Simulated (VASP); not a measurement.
Here is the system:

```
CdLi3
1.0
   -2.05886     2.05886     3.96803
    2.05886    -2.05886     3.96803
    2.05886     2.05886    -3.96803
Li Cd
3 1
Direct
  0.75000   0.25000   0.50000
  0.25000   0.75000   0.50000
  0.50000   0.50000   0.00000
  0.00000   0.00000   0.00000
```

These are PBEsol GGA, VASP's PBE PAW potentials (set 64) (plane waves; VASP 6.6.1) values and carry that method's errors. Settings: 600 eV cut-off, 10×10×10 Γ-centred mesh, first-order Methfessel-Paxton smearing of 0.10 eV, potentials Li_sv Cd.

Task: Estimate the energy per atom (σ→0), pressure, band gap (on the k-mesh) with the smallest direct gap where there is one.

Result: 
The band gap (on the k-mesh) is none (metal, semimetal or under 0.01 eV). The energy per atom (σ→0) comes out as -1.944 eV/atom and the pressure is 13.1 kbar.

The absolute energy has meaning only against runs of the same code, potentials and settings.

The structure comes from a computed database's Li3Cd entry (I4/mmm); how it stands against other phases isn't given here. This cell was strained or had an atom moved on purpose. The electron count is odd and the run is not spin-polarised, which forces a metal.
